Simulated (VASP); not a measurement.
# Al3Pd (Pm-3m) in VASP: phonons with PBE

Aim: the phonons of Al3Pd with PBE.

Everything below comes from runs of VASP 6.6.1. Logs are shortened: lines on timing, memory, paths and dates and some standing lists are left out, and cuts for length are marked.

### 1 Starting point

It takes space group Pm-3m (No. 221, cubic). Conventional cell: a = 3.947 Å, b = 3.947 Å, c = 3.947 Å, α = 90.00°, β = 90.00°, γ = 90.00°. Around Pd (site symmetry m-3m) lie 12 Al at 2.79 Å. Al (site symmetry 4/mmm) has 4 Pd at 2.79 Å and 8 Al at 2.79 Å as nearest neighbours.

The cell comes from a database or a generator and needn't be the stable form of this composition.

### 2 Phonons, PBE

Input file POSCAR:

```
Al3Pd
1.0
    3.9469100000      0.0000000000      0.0000000000
    0.0000000000      3.9469100000      0.0000000000
    0.0000000000      0.0000000000      3.9469100000
Pd Al
1 3
Direct
    0.0000000000      0.0000000000      0.0000000000
    0.5000000000      0.5000000000      0.0000000000
    0.5000000000      0.0000000000      0.5000000000
    0.0000000000      0.5000000000      0.5000000000
```

Input file INCAR.step1:

```
PREC     = Accurate       # precision mode
ENCUT    = 600            # plane-wave cutoff, eV
EDIFF    = 1E-8           # SCF threshold, eV
ISMEAR   = -1             # smearing method
SIGMA    = 0.05           # smearing width, eV
LREAL    = False          # projectors in reciprocal space
LASPH    = True           # aspherical terms in the spheres
NELM     = 60             # most SCF steps
ALGO     = Normal         # electronic algorithm
ISIF     = 3              # what is computed and relaxed
LWAVE    = False          # write WAVECAR
LCHARG   = False          # write CHGCAR
GGA      = PE             # functional
IBRION   = 2              # ionic algorithm
NSW      = 40             # ionic steps
EDIFFG   = -0.002         # ionic threshold
KPAR     = 2
```

Input file INCAR.step2:

```
PREC     = Accurate       # precision mode
ENCUT    = 600            # plane-wave cutoff, eV
EDIFF    = 1E-8           # SCF threshold, eV
ISMEAR   = -1             # smearing method
SIGMA    = 0.05           # smearing width, eV
LREAL    = False          # projectors in reciprocal space
LASPH    = True           # aspherical terms in the spheres
NELM     = 60             # most SCF steps
ALGO     = Normal         # electronic algorithm
ISIF     = 2              # what is computed and relaxed
LWAVE    = False          # write WAVECAR
LCHARG   = False          # write CHGCAR
GGA      = PE             # functional
IBRION   = 6              # ionic algorithm
NFREE    = 2            
POTIM    = 0.015          # step
NSW      = 1              # ionic steps
KPAR     = 2
```

Input file KPOINTS:

```
Automatic mesh
0
Gamma
  8 8 8
```

Potentials or basis: VASP PAW PBE potentials, release 64 (Pd, Al).

Run with:

```console
> cat potpaw_PBE.64/Pd/POTCAR potpaw_PBE.64/Al/POTCAR > POTCAR
> cp INCAR.step1 INCAR
> mpirun -np 2 vasp_std > vasp.out
> cp CONTCAR POSCAR
> cp INCAR.step2 INCAR
> mpirun -np 2 vasp_std > vasp.out
```

OUTCAR:

```text
PREC = Accurate
   ENCUT = 600
   EDIFF = 1E-8
   ISMEAR = -1
   LREAL = False
   LASPH = True
   NELM = 60
   ISIF = 2
   GGA = PE
   IBRION = 6
   NFREE = 2
   POTIM = 0.015
   NSW = 1

 ion  position               nearest neighbor table
   1  0.000  0.000  0.000-   2 2.80   3 2.80   4 2.80   3 2.80   4 2.80   2 2.80   4 2.80   4 2.80
                             2 2.80   3 2.80   3 2.80   2 2.80
   2  0.500  0.500  0.000-   1 2.80   3 2.80   4 2.80   3 2.80   4 2.80   1 2.80   3 2.80   3 2.80
                             1 2.80   4 2.80   4 2.80   1 2.80
   3  0.500  0.000  0.500-   1 2.80   2 2.80   4 2.80   1 2.80   2 2.80   2 2.80   4 2.80   2 2.80
                             1 2.80   4 2.80   1 2.80   4 2.80
   4  0.000  0.500  0.500-   1 2.80   2 2.80   3 2.80   1 2.80   2 2.80   1 2.80   3 2.80   1 2.80
                             2 2.80   3 2.80   2 2.80   3 2.80

  LATTYP: Found a simple cubic cell.
 ALAT       =     3.9573656669

  Lattice vectors:

 A1 = (   3.9573656669,   0.0000000000,   0.0000000000)
 A2 = (   0.0000000000,   3.9573656669,   0.0000000000)
 A3 = (   0.0000000000,   0.0000000000,   3.9573656669)

Analysis of symmetry for initial positions (statically):
=====================================================================
 Subroutine PRICEL returns:
 Original cell was already a primitive cell.

 Routine SETGRP: Setting up the symmetry group for a
 simple cubic supercell.

 Subroutine GETGRP returns: Found 48 space group operations
 (whereof 48 operations were pure point group operations)
 out of a pool of 48 trial point group operations.

The static configuration has the point symmetry O_h .

Analysis of symmetry for dynamics (positions and initial velocities):
=====================================================================
 Subroutine PRICEL returns:
 Original cell was already a primitive cell.

 Routine SETGRP: Setting up the symmetry group for a
 simple cubic supercell.

 Subroutine GETGRP returns: Found 48 space group operations
 (whereof 48 operations were pure point group operations)
 out of a pool of 48 trial point group operations.

The dynamic configuration has the point symmetry O_h .

 Subroutine INISYM returns: Found 48 space group operations
 (whereof 48 operations are pure point group operations),
 and found     1 'primitive' translations

----------------------------------------------------------------------------------------

                                     Primitive cell

  volume of cell :      61.9753

  direct lattice vectors                    reciprocal lattice vectors
     3.957365667  0.000000000  0.000000000     0.252693353  0.000000000  0.000000000
     0.000000000  3.957365667  0.000000000     0.000000000  0.252693353  0.000000000
     0.000000000  0.000000000  3.957365667     0.000000000  0.000000000  0.252693353

  length of vectors
     3.957365667  3.957365667  3.957365667     0.252693353  0.252693353  0.252693353

  position of ions in fractional coordinates (direct lattice)
     0.000000000  0.000000000  0.000000000
     0.500000000  0.500000000  0.000000000
     0.500000000  0.000000000  0.500000000
     0.000000000  0.500000000  0.500000000

  ion indices of the primitive-cell ions
   primitive index   ion index
                 1           1
                 2           2
                 3           3
                 4           4

----------------------------------------------------------------------------------------

 KPOINTS: Automatic mesh

Automatic generation of k-mesh.
 Grid dimensions read from file:
 generate k-points for:    8    8    8

[... 80 lines left out ...]
   IALGO  =     38    algorithm
   IMIX   =      4    mixing-type and parameters
     AMIX     =   0.40;   BMIX     =  1.00
     AMIX_MAG =   1.60;   BMIX_MAG =  1.00
  volume/ion in A,a.u.               =      15.49       104.56
  Fermi-wavevector in a.u.,A,eV,Ry     =   1.103875  2.086021 16.579240  1.218540
  Thomas-Fermi vector in A             =   2.240339
   LORBIT       =      0    0 simple, 1 ext, 2 COOP (PROOUT), +10 PAW based schemes
   GGA     = PE    functional components
   LHFCALC =     F    Hartree Fock is set to
   AEXX    =    0.0000 exact exchange contribution
   IVDW    =     0    specifies the selected vdW correction
   LEPSILON=     F    determine dielectric tensor
   LRPA    =     F    only Hartree local field effects (RPA)
 finite differences with symmetry
 non-spin polarized calculation
  energy-cutoff  :      600.00
  volume of cell :       61.98
 maximum number of plane-waves:      2103
 NGX is ok and might be reduce to    32
   NGX = 15   NGY = 15   NGZ = 15

--------------------------------------- Ionic step        1  -------------------------------------------

 number of electron      19.0000004 magnetization

 Free energy of the ion-electron system (eV)
  ---------------------------------------------------
  ext. energy  EPLUGINS =         0.00000000
  ---------------------------------------------------
  free energy    TOTEN  =       -17.83755357 eV

  energy without entropy =      -17.82350288  energy(sigma->0) =      -17.83052822

------------------------ aborting loop because EDIFF is reached ----------------------------------------

  FORCE on cell =-STRESS in cart. coord.  units (eV):
  Direction    XX          YY          ZZ          XY          YZ          ZX
  --------------------------------------------------------------------------------------
  -------------------------------------------------------------------------------------
  Total        0.0029052      0.0029052      0.0029052      0.0000000      0.0000000     -0.0000000
  in kB        0.0751051      0.0751051      0.0751051      0.0000000      0.0000000     -0.0000000
  external PRESSURE =       0.0751051 kB  Pullay stress =       0.0000000 kB
[... 215 lines left out ...]
--------------------------------------- Ionic step        7  -------------------------------------------

 number of electron      19.0000004 magnetization

 Free energy of the ion-electron system (eV)
  ---------------------------------------------------
  ext. energy  EPLUGINS =         0.00000000
  ---------------------------------------------------
  free energy    TOTEN  =       -17.83688903 eV

  energy without entropy =      -17.82283669  energy(sigma->0) =      -17.82986286

 E-fermi :   9.1620     XC(G=0): -11.0332

 val. band max:        9.0901197017   @ k =   0.5000   0.1250   0.1250
 cond. band min:       9.1743532817   @ k =   0.1250   0.3750   0.3750
 fundamental gap:      0.0842335800
 Fermi energy:         9.1620020097

 k-point     1 :       0.0000    0.0000    0.0000
  band No.  band energies     occupation
      1      -1.8112      2.00000
      2       4.2064      2.00000
      3       4.2065      2.00000
      4       5.5526      2.00000
      5       5.5526      2.00000
      6       5.5527      2.00000
      7       6.9066      2.00000
      8       6.9066      2.00000
      9       6.9069      2.00000
     10       9.2953      0.13006
     11      10.9354      0.00000
     12      10.9355      0.00000
     13      14.9892      0.00000
[... 354 lines left out ...]
  band No.  band energies     occupation
      1       1.3470      2.00000
      2       2.3004      2.00000
      3       3.3906      2.00000
      4       4.1314      2.00000
      5       5.0262      2.00000
      6       5.0805      2.00000
      7       6.0890      2.00000
      8       6.6697      2.00000
      9       6.7023      2.00000
     10       9.5121      0.00182
     11      10.5921      0.00000
     12      11.6313      0.00000
     13      13.1295      0.00000

 [... further k-points ...]

------------------------ aborting loop because EDIFF is reached ----------------------------------------

  FORCE on cell =-STRESS in cart. coord.  units (eV):
  Direction    XX          YY          ZZ          XY          YZ          ZX
  --------------------------------------------------------------------------------------
  -------------------------------------------------------------------------------------
  Total        0.0050563      0.0050563      0.0057159      0.0000000      0.0000000      0.0000000
  in kB        0.1307140      0.1307140      0.1477659      0.0000000      0.0000000      0.0000000
  external PRESSURE =       0.1363979 kB  Pullay stress =       0.0000000 kB
[... 19 lines left out ...]
  FREE ENERGIE OF THE ION-ELECTRON SYSTEM (eV)
  ---------------------------------------------------
  free  energy   TOTEN  =       -17.8368890327 eV

  energy  without entropy=      -17.8228366920  energy(sigma->0) =      -17.82986286

 INTERNAL STRAIN TENSORS FROM DISPLACED ATOMS
 ============================================

 INTERNAL STRAIN TENSOR FOR ION    1 for displacements in x,y,z  (eV/Angst):
          X           Y           Z          XY          YZ          ZX
  --------------------------------------------------------------------------------
  x     0.00000     0.00000     0.00000     0.00000     0.00000     0.00000
  y     0.00000     0.00000     0.00000     0.00000     0.00000     0.00000
  z     0.00000     0.00000     0.00000     0.00000     0.00000     0.00000

 INTERNAL STRAIN TENSOR FOR ION    4 for displacements in x,y,z  (eV/Angst):
          X           Y           Z          XY          YZ          ZX
  --------------------------------------------------------------------------------
  x     0.00000     0.00000     0.00000     0.00000     0.00000     0.00000
  y     0.00000     0.00000     0.00000     0.00000     0.00000     0.00000
  z     0.00000     0.00000     0.00000     0.00000     0.00000     0.00000

 Eigenvectors and eigenvalues of the dynamical matrix
 ----------------------------------------------------

   1 f  =    9.596161 THz    60.294455 2PiTHz  320.093462 cm-1    39.686513 meV
             X         Y         Z           dx          dy          dz
      0.000000  0.000000  0.000000    -0.027440    0.086188   -0.000000
      1.978683  1.978683  0.000000     0.140855   -0.442428    0.000000
      1.978683  0.000000  1.978683     0.140855    0.713482    0.000000
      0.000000  1.978683  1.978683    -0.227150   -0.442428    0.000000
[... 71 lines left out ...]
  12 f/i=    0.004167 THz     0.026185 2PiTHz    0.139009 cm-1     0.017235 meV
             X         Y         Z           dx          dy          dz
      0.000000  0.000000  0.000000    -0.112420   -0.015029   -0.746136
      1.978683  1.978683  0.000000    -0.056431   -0.007544   -0.374361
      1.978683  0.000000  1.978683    -0.056431   -0.007541   -0.374533
      0.000000  1.978683  1.978683    -0.056405   -0.007544   -0.374533

 ELASTIC MODULI CONTR FROM IONIC RELAXATION (kBar)
 Direction    XX          YY          ZZ          XY          YZ          ZX
 --------------------------------------------------------------------------------
 XX           0.0000      0.0000      0.0000      0.0000      0.0000      0.0000
 YY           0.0000      0.0000      0.0000      0.0000      0.0000      0.0000
 ZZ           0.0000      0.0000      0.0000      0.0000      0.0000      0.0000
 XY           0.0000      0.0000      0.0000      0.0000      0.0000      0.0000
 YZ           0.0000      0.0000      0.0000      0.0000      0.0000      0.0000
 ZX           0.0000      0.0000      0.0000      0.0000      0.0000      0.0000
 --------------------------------------------------------------------------------
```

Run time: 2.5 min. Hardware: 2 MPI ranks of Intel Xeon Platinum 8259CL at 2.50GHz (Skylake/Cascade Lake), shared host; peak memory 0.33 GiB.

Results:

* Relaxed volume: 15.49 Å³/atom
* Relaxed cell: a = 3.957 Å, b = 3.957 Å, c = 3.957 Å, α = 90.00°, β = 90.00°, γ = 90.00°
* Space group after relaxing (to 0.05 Å): Pm-3m (No. 221)
* Highest phonon frequency at Γ, LO-TO splitting left out: 320 cm⁻¹

The path:
```tsv
step	energy change (eV)	largest force (eV/Å)	pressure (GPa)	volume (Å³)
1	0.0000	0.0000	0.90	61.49
2	-0.0009	0.0000	-0.48	62.25
3	-0.0014	0.0000	0.01	61.98
```

Final structure:
```cif
data_structure
_symmetry_space_group_name_H-M 'P 1'
_symmetry_Int_Tables_number 1
_cell_length_a 3.9574
_cell_length_b 3.9574
_cell_length_c 3.9574
_cell_angle_alpha 90.000
_cell_angle_beta 90.000
_cell_angle_gamma 90.000
_cell_volume 61.98
loop_
_atom_site_label
_atom_site_type_symbol
_atom_site_fract_x
_atom_site_fract_y
_atom_site_fract_z
_atom_site_occupancy
Pd1 Pd 0.00000 0.00000 0.00000 1
Al1 Al 0.50000 0.50000 0.00000 1
Al2 Al 0.50000 0.00000 0.50000 1
Al3 Al 0.00000 0.50000 0.50000 1
```

Phonon frequencies in cm⁻¹ (negative: imaginary):
```csv
q point,frequencies
"(0.000, 0.000, 0.000)",0 0 0 85 85 85 209 209 209 320 320 320
```

### 3 For comparison

An earlier run on the cell as given: functional PBEsol; potentials or basis VASP PAW PBE potentials, release 64 (Pd, Al); cutoff 520 eV; k mesh 7 × 7 × 7; occupations fermi-dirac, width 0.05 eV; no spin polarisation.

* Pressure: -1.8 GPa
* Band gap on the k mesh: none (metal or under the smearing width)
